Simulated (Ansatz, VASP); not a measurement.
# TaSi2N4 (TaSi2N4 bilayer, AA'): VASP beside Ansatz

One calculation is typed for both programs; each brings its own data sets. How far apart do they land? The structure shown is the start of the Ansatz relaxation below; VASP solves that cell, so the two are compared at the walk's first step.

Method: plane waves, with VASP 6.6.1 beside it; single point at PBE with D3(BJ), in Ansatz 0.2.0.

### Step 1. The structure

The cell holds 14 atoms: 8 N, 4 Si and 2 Ta. Its edges and angles: a = 2.920 Å, b = 2.920 Å, c = 66.755 Å, α = 90.0°, β = 90.0°, γ = 120.0°. Vacuum lies along c.

As a file:

```cif
data_structure
_symmetry_space_group_name_H-M 'P 1'
_symmetry_Int_Tables_number 1
_cell_length_a 2.9200
_cell_length_b 2.9200
_cell_length_c 66.7553
_cell_angle_alpha 90.000
_cell_angle_beta 90.000
_cell_angle_gamma 120.000
_cell_volume 492.93
loop_
_atom_site_label
_atom_site_type_symbol
_atom_site_fract_x
_atom_site_fract_y
_atom_site_fract_z
_atom_site_occupancy
N1 N 0.00000 0.00000 0.36626 1
N2 N 0.33333 0.66667 0.39951 1
N3 N 0.33333 0.66667 0.44278 1
N4 N 0.00000 0.00000 0.47603 1
N5 N 0.33333 0.66667 0.52397 1
N6 N 0.00000 0.00000 0.55722 1
N7 N 0.00000 0.00000 0.60049 1
N8 N 0.33333 0.66667 0.63374 1
Si9 Si 0.33333 0.66667 0.37330 1
Si10 Si 0.33333 0.66667 0.46900 1
Si11 Si 0.00000 0.00000 0.53100 1
Si12 Si 0.00000 0.00000 0.62670 1
Ta13 Ta 0.00000 0.00000 0.42115 1
Ta14 Ta 0.33333 0.66667 0.57885 1
```

### Step 2. Ansatz: relaxation, PBE with D3(BJ)

Ansatz runs on its default PAW (the set named soft_2) files.

The two programs are compared at the cell with which this relaxation starts, whose forces are those of its first step.

The input, input.yaml:

```yaml
crystal:
  lattice:
    - [2.92, 0.0, 0.0]
    - [-1.46, 2.5287941791, 0.0]
    - [0.0, 0.0, 66.7552949306]
  atoms:
    - { symbol: "N", position: [0.0, 0.0, 0.3662630811] }
    - { symbol: Si, position: [0.3333333333, 0.6666666667, 0.3732952166] }
    - { symbol: "N", position: [0.3333333333, 0.6666666667, 0.3995103655] }
    - { symbol: Ta, position: [0.0, 0.0, 0.4211474724], spin: 1.0 }
    - { symbol: "N", position: [0.3333333333, 0.6666666667, 0.4427845793] }
    - { symbol: Si, position: [0.3333333333, 0.6666666667, 0.4689997283] }
    - { symbol: "N", position: [0.0, 0.0, 0.4760318638] }
    - { symbol: "N", position: [0.3333333333, 0.6666666667, 0.5239681362] }
    - { symbol: Si, position: [0.0, 0.0, 0.5310002717] }
    - { symbol: "N", position: [0.0, 0.0, 0.5572154207] }
    - { symbol: Ta, position: [0.3333333333, 0.6666666667, 0.5788525276], spin: 1.0 }
    - { symbol: "N", position: [0.0, 0.0, 0.6004896345] }
    - { symbol: Si, position: [0.0, 0.0, 0.6267047834] }
    - { symbol: "N", position: [0.3333333333, 0.6666666667, 0.6337369189] }
  periodic: [true, true, false]
magnetization:
  spin_polarized: true
kpoints:
  mp_grid: { grid: [12, 12, 1] }
hamiltonian:
  xc: pbe
  dispersion: d3bj
scf:
  occupations: { method: fermi_dirac, width: 0.05 }
  convergence: { dr2_threshold: 1.0e-09 }
relax:
  f_tol: 0.004
  max_steps: 90
  cell: {}
output:
  write_potential: true
  write_density: true
  volumetric_format: npy
```

The run is started by

```console
ansatz run input.yaml --threads 4 --pin off --max-ram 6144MiB --backend cpu --events-out ev --progress --plain --runs-dir out
```

Numbers of over 12 decimals in the logs are rounded to 6 here.

Log:

```text
Warning: relax.cell: scf.convergence.dr2_threshold = 1e-9 eV is looser than the 1.80431563947e-10 eV advised for a relaxation that steers and ends on the stress (1e-10 eV for each atom of the cell: 14, times the square of relax.cell.stress_2d_tol = 0.05 N/m over 27.9 Å (the atoms' height at the walk's start and 5 Å past either face), 1.795e-2 GPa, over a crystal's default 0.05). What an SCF threshold leaves in a stress goes as its square root, and in the free energy as the threshold itself, and one threshold admits the most on a small cell: [figures from the program's tests cut] Set scf.convergence.dr2_threshold to 1.80431563947e-10 eV or tighter. [rest of the remark cut]
Engine: ansatz 0.2.0, x86_64-unknown-linux-gnu
Pseudopotentials: kind: paw
Pseudopotential: N, paw, valence charge 5, recommended cutoff 420 eV (normal), N.paw.azcp
Pseudopotential: Si, paw, valence charge 4, recommended cutoff 420 eV (normal), Si.paw.azcp
Pseudopotential: Ta, paw, valence charge 13, recommended cutoff 420 eV (normal), Ta.paw.azcp
Functional definition: PBE
  parameter kappa = 0.804
  parameter beta = 0.066725
  exchange = pbe_x(kappa = kappa, mu = beta*pi^2/3)
  correlation = pbe_c(beta = beta)
Crystal: 14 atoms, lattice volume = 492.926 Å³
Basis set: ecut = 420 eV, 9535 PW (Γ), exchange–correlation on 40×40×900 points (8 copies of the dense FFT grid, shifted against one another)
Bands: 56, of which v1, the nominal top of the filled ones, is band 41 counted from 1 (40 counted from 0)
Symmetry: 12 space group operations
Space group: P-3m1 (ITA 164), of the structure as read, at distance tolerance 7.9e-5 Å
Magnetic group: BNS 164.85 (UNI 1315), of the structure as read, at distance tolerance 7.9e-5 Å
k-points: 19 of 144
Non-local potential: N, projectors of the file, l = 0: 2, l = 1: 2, l = 2: 1
Non-local potential: Si, projectors of the file, l = 0: 2, l = 1: 2, l = 2: 2
Non-local potential: Ta, projectors of the file, l = 0: 3, l = 1: 2, l = 2: 2, l = 3: 1
PAW form: soft (Blöchl's): semilocal exchange-correlation on the pseudo side does not see the compensation charge
PAW one-centre angular grid: N, 110 points (default); XC on 64 Gauss nodes
PAW one-centre angular grid: Si, 110 points (default); XC on 64 Gauss nodes
PAW one-centre angular grid: Ta, 590 points (default); XC on 64 Gauss nodes
Initial density: superposition of atomic densities (neutral atoms: chi_scale 0, normalization atom)
Starting moments: Σ|m| = 2 μB on 2 of 14 sites
Initial wavefunctions: pseudopotential atomic-orbital guess
Functional: x = pbe(κ = 0.804, μ = 0.219515), c = pbe(β = 0.066725)
SCF iter   1: F=—  HF=-25510.465623 eV  |F-HF|=—  |Δ(HF+E_count)|=         —  Δρ=4.93e-2 (↑4.93e-2 ↓4.87e-2)  dr2=5.47e1  dr2_m=8.69e-2  M=1.483 μB ∫|m|=1.543 μB  β_m=0.30  ethr=3.10e-3  ⟨swp⟩=12.7  Hψ=16361  notcnv=0  defer=50
Mixer restart at iter 1: flushing history
preconditioner: auto → LDOS  [metal: Δε(μ)=0.038 eV  Ē_g=13.249 eV  σ=0.050 eV  W_gap=0.19  n_scr=42 (ndim 8)  ℏωp=13.6 eV  f_vac=0.675  D(μ)=2.44/eV (n_scr^D=20)]
spin=Collinear: LDOS preconditioning applied to the charge; magnetization (m = ρ↑ − ρ↓) channel mixes plain (no charge-response kernel on spin).
SCF iter   2: F=—  HF=-25497.431160 eV  |F-HF|=—  |Δ(HF+E_count)|=    1.30e1  Δρ=2.02e-2 (↑2.02e-2 ↓1.98e-2)  dr2=9.59e0  dr2_m=4.11e-2  M=1.489 μB ∫|m|=1.538 μB  β_m=0.39  ethr=3.10e-3  ⟨swp⟩=5.1  Hψ=6485  notcnv=0  defer=340
SCF iter   3: F=—  HF=-25495.401792 eV  |F-HF|=—  |Δ(HF+E_count)|=    2.03e0  Δρ=7.77e-3 (↑7.57e-3 ↓7.77e-3)  dr2=7.33e-1  dr2_m=1.05e-2  M=1.474 μB ∫|m|=1.495 μB  β_m=0.54  ethr=3.10e-3  ⟨swp⟩=3.9  Hψ=4978  notcnv=0  defer=338
SCF iter   4: F=—  HF=-25495.367137 eV  |F-HF|=—  |Δ(HF+E_count)|=   3.47e-2  Δρ=1.96e-3 (↑1.92e-3 ↓1.96e-3)  dr2=5.33e-2  dr2_m=1.67e-3  M=1.461 μB ∫|m|=1.470 μB  β_m=0.58  ethr=8.94e-4  ⟨swp⟩=2.9  Hψ=3742  notcnv=0  defer=346
SCF iter   5: F=—  HF=-25495.372570 eV  |F-HF|=—  |Δ(HF+E_count)|=         —  Δρ=6.55e-4 (↑6.55e-4 ↓6.03e-4)  dr2=2.09e-3  dr2_m=9.30e-4  M=1.416 μB ∫|m|=1.423 μB  β_m=0.58  ethr=6.50e-5  ⟨swp⟩=3.3  Hψ=4975  notcnv=0  defer=346
SCF iter   6: F=—  HF=-25495.373903 eV  |F-HF|=—  |Δ(HF+E_count)|=   1.33e-3  Δρ=3.62e-4 (↑3.62e-4 ↓3.57e-4)  dr2=5.96e-4  dr2_m=3.05e-4  M=1.414 μB ∫|m|=1.420 μB  β_m=0.79  ethr=2.54e-6  ⟨swp⟩=3.3  Hψ=4638  notcnv=0  defer=346
[...]
an SCF from antiferromagnetic starting moments (0.00, 0.00, 0.00, -1.00, 0.00, 0.00, 0.00, 0.00, 0.00, 0.00, 1.00, 0.00, 0.00, 0.00 Bohr magnetons, atom by atom) was not made, so that it is not known whether that order lies lower: the deck asks for what bars it, or types moments that do (magnetization.spin_polarized, in the input reference, names some of the keys), or the run goes by scf.lower_state_search: light, the default, which as a rule tries one only behind a close that has lost an order of both signs, or on which an open d or half-filled 4f shell of a PAW file has lost a moment that was set nearer to Hund's than to what is left; [rest of the remark cut]
SCF converged after 4 iterations
Magnetization: 1.4045 μB (41.7023 up, 40.2977 down)
Absolute magnetization: 1.4205 μB (∫|ρ↑−ρ↓|, with the PAW one-centre terms)
Spin contamination: 0.0047 ħ² per cell (⟨S²⟩ above its minimum at these occupations)
Per-site moments (μB) at R_I (Å): [(0.00762756, 0.733001), (0.00272517, 0.721553), (0.011217, 0.721553), (0.235964, 0.873287), (0.011625, 0.720973), (0.00267772, 0.720973), (0.00880434, 0.731953), (0.00880434, 0.731953), (0.00267772, 0.720973), (0.011625, 0.720973), (0.235964, 0.873287), (0.011217, 0.721553), (0.00272517, 0.721553), (0.00762756, 0.733001)]
Free energy (F): -25496.974016 eV
Harris-Foulkes:  -25496.974016 eV  (|F-HF|=3.57e-10)
Internal energy: -25496.940369 eV  (E = F + TS)
E sigma→0 (E₀):  -25496.957192 eV
Entropy (-TS):   -0.033647 eV (-2.403 meV/atom)
Fermi energy:    -5.313684 eV
--- Per-component energies (eV) ---
  E_band       = -1621.104610
  E_kinetic    = 1982.083805
  E_local      = -848096.073697  (includes V_loc(G=0)·N_el)
  E_nonlocal   = 489.253774
  E_hartree    = 422809.314098
  E_xc         = -1149.707143
  E_vxc        = -1221.546086  (∫ρ·V_xc dr)
  E_paw        = -19866.301009  (= ΣΔE_a)
  E_vpaw       = -393.452462  (= ΣTr[D̂ρ^β])
  E_aug_tail   = 0.001218  (compensation charges beyond the density's cutoff)
  E_ewald      = 418338.407314
  E_disp       = -3.918730  (pairwise vdW)
  E_smearing   = -0.033647  (= −TS)
  E_closure    = -0.000000  (closes the sum)
  Σ components = -25496.974016   (vs F -25496.974016, Δ=0.00e0)
--- Forces (eV/Å), atoms counted from 1 ---
  atom   1  N     -0.00000000     0.00000000     0.00158556
  atom   2  Si     0.00000000    -0.00000000    -0.00249175
  atom   3  N     -0.00000000     0.00000000     0.00090379
  atom   4  Ta     0.00000000     0.00000000     0.00010403
  atom   5  N      0.00000000     0.00000000    -0.00090352
  atom   6  Si     0.00000000    -0.00000000     0.00254163
  atom   7  N      0.00000000     0.00000000    -0.00168850
  atom   8  N     -0.00000000    -0.00000000     0.00168850
  atom   9  Si     0.00000000     0.00000000    -0.00254163
  atom  10  N      0.00000000    -0.00000000     0.00090352
  atom  11  Ta     0.00000000    -0.00000000    -0.00010403
  atom  12  N      0.00000000    -0.00000000    -0.00090379
  atom  13  Si     0.00000000     0.00000000     0.00249175
  atom  14  N      0.00000000    -0.00000000    -0.00158556
  max |Σ_I F_I| component: 7.40e-17 eV/Å
--- 2D stress c σ (N/m, compression-positive) ---
       -0.002318       0.000000       0.000000
        0.000000      -0.002318      -0.000000
        0.000000      -0.000000      -0.000000
  P = ½ c Tr σ = -0.0023 N/m
--- Band table (eV; the first three rows and the last of 38) ---
  k-point 0 ↑: bands = [... 37 lower, -7.5430, -7.5430, -7.2146, -4.8063, -4.7146, -1.6973, -1.6937, -1.6897, ... 11 higher]
  k-point 1 ↑: bands = [... 37 lower, -7.6555, -7.4866, -7.1813, -4.8591, -4.8133, -2.1444, -2.0515, -1.6618, ... 11 higher]
  k-point 2 ↑: bands = [... 37 lower, -7.9130, -7.5595, -7.2464, -5.2545, -5.2523, -2.1847, -2.0560, -1.5549, ... 11 higher]
  k-point 18 ↓: bands = [... 37 lower, -7.4912, -6.6900, -6.6900, -4.5079, -4.4986, -1.6368, -1.6368, -1.3385, ... 11 higher]
  the weakly bound empty levels are not read free of the cell's end (no_gap_told)
--- Relaxed structure (10 steps of the walk, 10 accepted, 2 SCFs on fresh bases) ---
  F+E_penalty+E_count = -25496.97401596 eV   max|allowed force component| = 2.542e-3 eV/Å   (the final SCF, on the basis selected at the relaxed cell)
  cell:  # Å, volume = 503.6170 Å³
    - [2.951495, 0, 0]
    - [-1.475747, 2.556070, 0]
    - [0, 0, 66.7552949306]
  atoms:
    - { symbol: N, position: [1.609488338097099e-17, -5.0885221963063517e-17, 0.374351] }
    - { symbol: Si, position: [0.333333, 0.666667, 0.381899] }
    - { symbol: N, position: [0.333333, 0.666667, 0.408102] }
    - { symbol: Ta, position: [1.414723659114122e-17, -5.0885221963063535e-17, 0.426934] }
    - { symbol: N, position: [0.333333, 0.666667, 0.445752] }
    - { symbol: Si, position: [0.333333, 0.666667, 0.471935] }
    - { symbol: N, position: [1.2056630091866158e-17, -5.088522196306356e-17, 0.479347] }
    - { symbol: N, position: [0.333333, 0.666667, 0.520653] }
    - { symbol: Si, position: [6.768673400768022e-18, -5.0885221963063233e-17, 0.528065] }
    - { symbol: N, position: [6.740952670122588e-18, -5.0885221963063264e-17, 0.554248] }
    - { symbol: Ta, position: [0.333333, 0.666667, 0.573066] }
    - { symbol: N, position: [1.982652203533555e-18, -5.088522196306327e-17, 0.591898] }
    - { symbol: Si, position: [1.9727592003766626e-18, -5.088522196306328e-17, 0.618101] }
    - { symbol: N, position: [0.333333, 0.666667, 0.625649] }
```

[end of part 1 of 2]

[Lines on the potential files, build, host, timing and source positions are cut from VASP's logs without a mark.]

[Logs are printed without paths, hosts, clocks, repeated set-up lines and the standing remarks that a program may print on its own settings, such as how far it seeks lower states.]

[Hosts, paths, dates, database ids (printed as entryN), source tags and the programs' standing remarks are cut or masked in the printed files.]
